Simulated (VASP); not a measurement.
Calculation: PBE GGA, VASP's PBE PAW potentials (set 64) (plane waves; VASP).

The input files of a VASP run:

POSCAR:
```
Tl
1
    1.7916703809    -3.1032642442    -0.0000000000
    1.7916703809     3.1032642442     0.0000000000
    0.0000000000    -0.0000000000     5.6389733428
Tl
2
Direct
  0.3333330000   0.6666670000   0.2500000000
  0.6666670000   0.3333330000   0.7500000000
```

**INCAR**
```
# general
SYSTEM =Tl
PREC   =Accurate
ENCUT  =480
LREAL  =.FALSE.   # projection in real space or not
LASPH  =.TRUE.   # aspherical one-centre terms

# electronic loop
EDIFF  =1E-7
NELM   =100
ALGO   =Normal   # blocked Davidson
LMAXMIX=4   # l cut-off of mixed one-centre charges

# smearing
ISMEAR =1
SIGMA  =0.1

# functional
GGA    =PE

# ions
IBRION =2   # conjugate gradients
NSW    =40   # most ionic steps
ISIF   =3   # ions, shape and volume
EDIFFG =-0.01   # ionic stop
PSTRESS=200   # kbar

# output
LWAVE  =.FALSE.
LCHARG =.FALSE.
```

File KPOINTS:
```
Automatic mesh
0
Gamma
12 12 6
0 0 0
```

POTCAR, in this order: Tl_d (PBE.64 set). Program: vasp_std.

What VASP printed:

File OUTCAR:
```
 ion  position               nearest neighbor table
   1  0.333  0.667  0.250-   2 3.50   2 3.50   2 3.50   2 3.50   2 3.50   2 3.50
   2  0.667  0.333  0.750-   1 3.50   1 3.50   1 3.50   1 3.50   1 3.50   1 3.50
  LATTYP: Found a hexagonal cell.
 ALAT       =     3.5833408606
 C/A-ratio  =     1.5736636737
 Subroutine PRICEL returns:
 Original cell was already a primitive cell.
 Subroutine GETGRP returns: Found 24 space group operations
The static configuration has the point symmetry D_3d.
 The point group associated with its full space group is D_6h.
The dynamic configuration has the point symmetry D_3d.
 Subroutine INISYM returns: Found 24 space group operations
 Subroutine IBZKPT returns following result:
 Found     76 irreducible k-points:

 Following reciprocal coordinates:
            Coordinates               Weight
  0.000000  0.000000  0.000000      1.000000
  0.083333  0.000000  0.000000      6.000000
  0.166667  0.000000  0.000000      6.000000
  0.250000  0.000000  0.000000      6.000000
  0.333333  0.000000  0.000000      6.000000
  0.416667  0.000000  0.000000      6.000000
  0.500000  0.000000  0.000000      3.000000
  0.083333  0.083333  0.000000      6.000000
  0.166667  0.083333  0.000000     12.000000
  0.250000  0.083333  0.000000     12.000000
  0.333333  0.083333  0.000000     12.000000
  0.416667  0.083333  0.000000     12.000000
  0.166667  0.166667  0.000000      6.000000
  0.250000  0.166667  0.000000     12.000000
  0.333333  0.166667  0.000000     12.000000
  0.416667  0.166667  0.000000      6.000000
  0.250000  0.250000  0.000000      6.000000
  0.333333  0.250000  0.000000     12.000000
  0.333333  0.333333  0.000000      2.000000
  0.000000  0.000000  0.166667      2.000000
  0.083333  0.000000  0.166667     12.000000
  0.166667  0.000000  0.166667     12.000000
  0.250000  0.000000  0.166667     12.000000
  0.333333  0.000000  0.166667     12.000000
  0.416667  0.000000  0.166667     12.000000
  0.500000  0.000000  0.166667      6.000000
  0.083333  0.083333  0.166667     12.000000
  0.166667  0.083333  0.166667     24.000000
  0.250000  0.083333  0.166667     24.000000
  0.333333  0.083333  0.166667     24.000000
  0.416667  0.083333  0.166667     24.000000
  0.166667  0.166667  0.166667     12.000000
  0.250000  0.166667  0.166667     24.000000
  0.333333  0.166667  0.166667     24.000000
  0.416667  0.166667  0.166667     12.000000
  0.250000  0.250000  0.166667     12.000000
  0.333333  0.250000  0.166667     24.000000
  0.333333  0.333333  0.166667      4.000000
  0.000000  0.000000  0.333333      2.000000
  0.083333  0.000000  0.333333     12.000000
   k-points           NKPTS =     76   k-points in BZ     NKDIM =     76   number of bands    NBANDS=     17
   number of dos      NEDOS =    301   number of ions     NIONS =      2
   total plane-waves  NPLWV =  31360
   dimension x,y,z NGX =    28 NGY =   28 NGZ =   40
   dimension x,y,z NGXF=    56 NGYF=   56 NGZF=   80
   ions per type =               2
   PREC   = accura    normal or accurate (medium, high low for compatibility)
   ISTART =      0    job   : 0-new  1-cont  2-samecut
   ICHARG =      2    charge: 1-file 2-atom 10-const
   ISPIN  =      1    spin polarized calculation?
   LNONCOLLINEAR =      F non collinear calculations
   LSORBIT =      F    spin-orbit coupling
   INIWAV =      1    electr: 0-lowe 1-rand  2-diag
   ENCUT  =  480.0 eV  35.28 Ry    5.94 a.u.   6.40  6.40 10.07*2*pi/ulx,y,z
   NELM   =    100;   NELMIN=  2; NELMDL= -5     # of ELM steps
   EDIFF  = 0.1E-06   stopping-criterion for ELM
   LREAL  =      F    real-space projection
...
```

### OSZICAR
```
       N       E                     dE             d eps       ncg     rms          rms(c)
DAV:   1     0.120588639678E+03    0.12059E+03   -0.13767E+04  2592   0.134E+03
DAV:   2    -0.246315611334E+01   -0.12305E+03   -0.12155E+03  2748   0.281E+02
DAV:   3    -0.449309219486E+01   -0.20299E+01   -0.20208E+01  3098   0.323E+01
DAV:   4    -0.450511036948E+01   -0.12018E-01   -0.12017E-01  2889   0.252E+00
DAV:   5    -0.450524557819E+01   -0.13521E-03   -0.13521E-03  2968   0.275E-01    0.228E+00
DAV:   6    -0.446975081718E+01    0.35495E-01   -0.71518E-02  2693   0.220E+00    0.165E+00
DAV:   7    -0.446385524269E+01    0.58956E-02   -0.28996E-02  2698   0.140E+00    0.649E-01
DAV:   8    -0.446353587642E+01    0.31937E-03   -0.17433E-03  2666   0.344E-01    0.335E-02
DAV:   9    -0.446354280927E+01   -0.69329E-05   -0.13549E-05  3084   0.338E-02    0.123E-02
DAV:  10    -0.446354889006E+01   -0.60808E-05   -0.58137E-06  2657   0.218E-02    0.953E-04
DAV:  11    -0.446354900985E+01   -0.11978E-06   -0.16247E-07  2140   0.287E-03    0.519E-04
DAV:  12    -0.446354905602E+01   -0.46176E-07   -0.23895E-08  1378   0.133E-03
   1 F= 0.33640094E+01 E0= 0.33638025E+01  d E =0.336401E+01
       N       E                     dE             d eps       ncg     rms          rms(c)
DAV:   1    -0.141697973087E+03   -0.13723E+03   -0.19800E+03  2595   0.336E+02    0.142E+02
DAV:   2    -0.488241971958E+01    0.13682E+03   -0.42881E+02  2584   0.188E+02    0.435E+01
DAV:   3    -0.906832060795E+00    0.39756E+01   -0.79692E+00  2872   0.292E+01    0.228E+01
DAV:   4     0.408209588204E-01    0.94765E+00   -0.41602E+00  2845   0.235E+01    0.468E+00
DAV:   5    -0.768763307374E-01   -0.11770E+00   -0.75874E-01  2916   0.609E+00    0.118E+00
DAV:   6    -0.864693734743E-01   -0.95930E-02   -0.17125E-02  2972   0.155E+00    0.541E-01
DAV:   7    -0.920701416030E-01   -0.56008E-02   -0.70393E-03  2894   0.554E-01    0.990E-02
DAV:   8    -0.921015523641E-01   -0.31411E-04   -0.85135E-05  2858   0.909E-02    0.422E-02
DAV:   9    -0.921064704330E-01   -0.49181E-05   -0.28769E-06  2943   0.162E-02    0.730E-03
DAV:  10    -0.921057083865E-01    0.76205E-06   -0.11657E-06  2728   0.867E-03    0.776E-04
DAV:  11    -0.921056347552E-01    0.73631E-07   -0.13627E-08  1615   0.103E-03
   2 F= 0.40987011E+01 E0= 0.40986309E+01  d E =0.734692E+00
       N       E                     dE             d eps       ncg     rms          rms(c)
DAV:   1    -0.316046834993E+02   -0.31513E+02   -0.57832E+02  2618   0.271E+02    0.332E+01
DAV:   2    -0.876599443180E+01    0.22839E+02   -0.39029E+01  2604   0.525E+01    0.151E+01
DAV:   3    -0.441601408396E+01    0.43500E+01   -0.87198E+00  2828   0.261E+01    0.145E+01
DAV:   4    -0.385778230687E+01    0.55823E+00   -0.65423E-01  2690   0.732E+00    0.333E+00
DAV:   5    -0.380888376807E+01    0.48899E-01   -0.15744E-01  2794   0.376E+00    0.561E-01
DAV:   6    -0.380968912585E+01   -0.80536E-03   -0.55574E-03  2657   0.506E-01    0.106E-01
DAV:   7    -0.380974629712E+01   -0.57171E-04   -0.28508E-04  2850   0.149E-01    0.799E-02
DAV:   8    -0.380976177886E+01   -0.15482E-04   -0.61484E-05  2722   0.764E-02    0.200E-02
DAV:   9    -0.380976140278E+01    0.37609E-06   -0.11800E-05  2694   0.295E-02    0.108E-02
DAV:  10    -0.380976127556E+01    0.12722E-06   -0.10084E-07  1636   0.275E-03    0.379E-03
DAV:  11    -0.380976112978E+01    0.14578E-06   -0.16039E-08  1374   0.124E-03    0.429E-04
DAV:  12    -0.380976114132E+01   -0.11544E-07   -0.43941E-09  1338   0.560E-04
   3 F= 0.20275132E+01 E0= 0.20278313E+01  d E =-.133650E+01
       N       E                     dE             d eps       ncg     rms          rms(c)
DAV:   1    -0.378984371290E+01    0.19917E-01   -0.89605E-01  2623   0.925E+00    0.121E+00
DAV:   2    -0.374602820580E+01    0.43816E-01   -0.90775E-02  2609   0.288E+00    0.441E-01
DAV:   3    -0.374008202639E+01    0.59462E-02   -0.21246E-02  2640   0.142E+00    0.326E-01
DAV:   4    -0.374001951583E+01    0.62511E-04   -0.15566E-03  2694   0.255E-01    0.642E-02
DAV:   5    -0.373994017534E+01    0.79340E-04   -0.38037E-04  2684   0.183E-01    0.311E-02
DAV:   6    -0.373994193068E+01   -0.17553E-05   -0.76162E-06  2829   0.206E-02    0.345E-03
DAV:   7    -0.373994185149E+01    0.79192E-07   -0.15883E-06  2734   0.120E-02    0.146E-03
DAV:   8    -0.373994188841E+01   -0.36927E-07   -0.27764E-08  1327   0.137E-03
   4 F= 0.20216827E+01 E0= 0.20219987E+01  d E =-.134233E+01
       N       E                     dE             d eps       ncg     rms          rms(c)
DAV:   1    -0.371463061401E+01    0.25311E-01   -0.26997E-01  2626   0.511E+00    0.664E-01
DAV:   2    -0.370146529684E+01    0.13165E-01   -0.27009E-02  2608   0.157E+00    0.245E-01
DAV:   3    -0.369965606262E+01    0.18092E-02   -0.63835E-03  2625   0.781E-01    0.182E-01
DAV:   4    -0.369964407356E+01    0.11989E-04   -0.45205E-04  2698   0.138E-01    0.327E-02
DAV:   5    -0.369962028440E+01    0.23789E-04   -0.11798E-04  2687   0.103E-01    0.167E-02
DAV:   6    -0.369962069123E+01   -0.40684E-06   -0.30098E-06  2758   0.138E-02    0.134E-03
DAV:   7    -0.369962070804E+01   -0.16812E-07   -0.33272E-07  2190   0.555E-03
   5 F= 0.20208511E+01 E0= 0.20211708E+01  d E =-.134316E+01
       N       E                     dE             d eps       ncg     rms          rms(c)
DAV:   1    -0.372886490522E+01   -0.29244E-01   -0.13153E+00  2691   0.905E+00    0.771E-01
DAV:   2    -0.370891744280E+01    0.19947E-01   -0.14283E-02  2654   0.124E+00    0.455E-01
DAV:   3    -0.369908526195E+01    0.98322E-02   -0.17767E-02  2729   0.134E+00    0.580E-02
DAV:   4    -0.369916257667E+01   -0.77315E-04   -0.10274E-03  2714   0.284E-01    0.250E-02
DAV:   5    -0.369916309620E+01   -0.51953E-06   -0.11219E-05  2997   0.349E-02    0.806E-03
DAV:   6    -0.369916297924E+01    0.11696E-06   -0.15270E-06  2697   0.112E-02    0.754E-04
DAV:   7    -0.369916296490E+01    0.14333E-07   -0.26627E-08  1477   0.146E-03
   6 F= 0.20150290E+01 E0= 0.20154794E+01  d E =-.582214E-02
       N       E                     dE             d eps       ncg     rms          rms(c)
DAV:   1    -0.371817055704E+01   -0.19008E-01   -0.97922E-01  2671   0.781E+00    0.671E-01
DAV:   2    -0.370278364116E+01    0.15387E-01   -0.11077E-02  2652   0.109E+00    0.399E-01
DAV:   3    -0.369520627879E+01    0.75774E-02   -0.14415E-02  2729   0.120E+00    0.639E-02
DAV:   4    -0.369525625885E+01   -0.49980E-04   -0.87414E-04  2728   0.273E-01    0.238E-02
DAV:   5    -0.369525382541E+01    0.24334E-05   -0.30594E-05  2958   0.637E-02    0.102E-02
DAV:   6    -0.369525066514E+01    0.31603E-05   -0.62460E-06  2657   0.272E-02    0.103E-03
DAV:   7    -0.369525067282E+01   -0.76811E-08   -0.21129E-07  2276   0.369E-03
   7 F= 0.20128248E+01 E0= 0.20132726E+01  d E =-.802628E-02
       N       E                     dE             d eps       ncg     rms          rms(c)
DAV:   1    -0.369535577000E+01   -0.10510E-03   -0.78587E-02  2670   0.222E+00    0.192E-01
DAV:   2    -0.369410157576E+01    0.12542E-02   -0.90278E-04  2654   0.316E-01    0.112E-01
DAV:   3    -0.369351508983E+01    0.58649E-03   -0.10734E-03  2731   0.331E-01    0.204E-02
DAV:   4    -0.369352002544E+01   -0.49356E-05   -0.65854E-05  2712   0.734E-02    0.675E-03
DAV:   5    -0.369351979339E+01    0.23205E-06   -0.19693E-06  2907   0.158E-02    0.244E-03
DAV:   6    -0.369351968083E+01    0.11256E-06   -0.29378E-07  2210   0.565E-03    0.327E-04
DAV:   7    -0.369351968183E+01   -0.10004E-08   -0.13108E-08  1318   0.103E-03
   8 F= 0.20127056E+01 E0= 0.20130734E+01  d E =-.814554E-02
```

File OUTCAR:
```
------------------------ aborting loop because EDIFF is reached ----------------------------------------
  FORCE on cell =-STRESS in cart. coord.  units (eV):
  Direction    XX          YY          ZZ          XY          YZ          ZX
  --------------------------------------------------------------------------------------
  Total        5.7015539      5.7015546      5.7022190      0.0000000      0.0000000      0.0000000
  in kB      199.8362733    199.8362955    199.8595825      0.0000000      0.0000000      0.0000000
  external PRESSURE =      -0.1559495 kB  Pullay stress =     200.0000000 kB
  volume of cell :       45.71
      direct lattice vectors                 reciprocal lattice vectors
     1.596172513 -2.764652044 -0.000000000     0.313249349 -0.180854586  0.000000000
     1.596172513  2.764652044  0.000000000     0.313249349  0.180854586  0.000000000
     0.000000000  0.000000000  5.179396934     0.000000000 -0.000000000  0.193072671
 POSITION                                       TOTAL-FORCE (eV/Angst)
 -----------------------------------------------------------------------------------
      1.59617      0.92155      1.29485         0.000000     -0.000000      0.000000
      1.59617     -0.92155      3.88455        -0.000000      0.000000     -0.000000
 -----------------------------------------------------------------------------------
    total drift:                               -0.000000      0.000393      0.000007
  FREE ENERGIE OF THE ION-ELECTRON SYSTEM (eV)
  ---------------------------------------------------
  free  energy   TOTEN  =        -3.6935196818 eV

  energy  without entropy=       -3.6924161365  energy(sigma->0) =       -3.69315183
  enthalpy is  TOTEN    =         2.0127055682 eV   P V=        5.7062252500

 reached required accuracy - stopping structural energy minimisation
```
(Selected blocks of OUTCAR.)

CONTCAR:
```
Tl
   1.00000000000000
     1.5961725128584696   -2.7646520437827697   -0.0000000000000000
     1.5961725128584696    2.7646520437827697    0.0000000000000000
     0.0000000000000000    0.0000000000000000    5.1793969335147523
  Tl
     2
Direct
     0.3333330000000032    0.6666669999999968    0.2500000000000000
     0.6666669999999968    0.3333330000000032    0.7500000000000000
```

Energy and stress use the plane-wave basis of the starting cell.

The compound is Tl in the hcp structure. This run relaxes it under an external pressure of 20 GPa. Symmetry was kept, so distortions that lower it aren't found.
